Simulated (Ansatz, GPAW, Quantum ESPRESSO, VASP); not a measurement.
# Code comparison for InSe (R3m, 4 atoms in the cell)

Self-consistent single point.

```xyz
4
Lattice="2.0233 1.1682 8.6085 -2.0233 1.1682 8.6085 0.0000 -2.3364 8.6085" Properties=species:S:1:pos:R:3 pbc="T T T"
In     0.0000     0.0000     2.8499
In     0.0000     0.0000     0.0473
Se     0.0000     0.0000    16.0044
Se     0.0000     0.0000    21.3269
```

Shared settings, as Ansatz (a first-principles code) writes them: kpoints.mp_grid.grid = 4 4 4; scf.occupations.method = fixed. Potentials and cutoffs stand in the table.

```
code                                                                      model  pressure (GPa)  largest force (eV/Å)  gap on the mesh (eV)   cutoff
----------------  -------------------------------------------------------------  --------------  --------------------  --------------------  -------
Quantum ESPRESSO            LDA (PZ), GBRV 1.5 ultrasoft (LDA) pseudopotentials           -2.71                 0.149                 0.186    40 Ry
Ansatz                                      LDA (PW92), PAW files made with PBE           -2.19                 0.157                 0.204  default
GPAW              LDA (Perdew-Wang 92), GPAW PAW datasets LDA (gpaw-data 1.0.1)           -2.39                 0.172                 0.197   600 eV
VASP                               LDA (PZ), VASP's LDA PAW potentials (set 64)           -2.26                 0.128                     –   300 eV
```

Size of the force on each atom (eV/Å): Sizes of forces hide their directions.

| code | In1 | In2 | Se3 | Se4 |
|---|---|---|---|---|
| Quantum ESPRESSO | 0.028 | 0.030 | 0.147 | 0.149 |
| Ansatz | 0.016 | 0.017 | 0.155 | 0.157 |
| GPAW | 0.031 | 0.034 | 0.171 | 0.172 |
| VASP | 0.034 | 0.035 | 0.127 | 0.128 |

A dash marks a value that a program does not give, or that is left out as unsure.

No gap is tabulated for VASP: it is not read from that output, or partly filled or unconverged empty levels leave it unsure.

Gaps are read on the mesh.

The spread over the programs that give each value: pressure within 0.52 GPa; largest force within 0.044 eV/Å; gap on the mesh within 0.018 eV.

Ansatz's pressure is given at a fixed set of plane waves, as the other plane-wave codes print theirs. The same LDA comes in different parametrisations, which differ slightly.

On the base mesh (6 6 6) the same programs gave: Ansatz pressure -2.39 GPa, gap on the mesh 0.209 eV; GPAW pressure -2.58 GPa, gap on the mesh 0.202 eV; Quantum ESPRESSO pressure -2.91 GPa, gap on the mesh 0.191 eV; VASP pressure -2.46 GPa.

VASP's run is marked for a possible Pulay error in its stress at this cutoff; no cutoff test was made.

VASP ran the fixed occupations as a Gaussian smearing of 0.01 eV.

The starting cell comes from a database of computed structures (which also holds hypothetical and non-ambient phases and stackings), without a prior relaxation at this level.

Left out of this page: ABINIT and SIESTA (not drawn, or without a comparable value); CP2K (on another mesh).

Keys are those of Ansatz 0.2.
